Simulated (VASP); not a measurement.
Energy against volume of MgB2 (AlB2 type). All values below come from PBEsol GGA, VASP's PBE PAW potentials (set 64) (plane waves; VASP). Settings: 520 eV cut-off, 11×11×9 Γ-centred mesh, first-order Methfessel-Paxton smearing of 0.10 eV, potentials Mg B.

Shape and ions are relaxed at each volume.

```tsv
V (Å³/atom)	E (eV/atom)
8.893	-5.38889
9.176	-5.40285
9.460	-5.40772
9.744	-5.40468
```

Problem. Fit these four points and predict the energy of the run at 10.028 Å³/atom.

Solution. A cubic in V^(−2/3), the third-order Birch-Murnaghan form, passes through the four points with V0 = 9.49 Å³/atom and B0 = 147 GPa, and gives -5.3948 eV/atom there. The run gave -5.3947 eV/atom, +0.1 meV/atom from the fit; all five points give B0 = 148 GPa.

The compound is MgB2 in the AlB2 type structure. It was relaxed first.
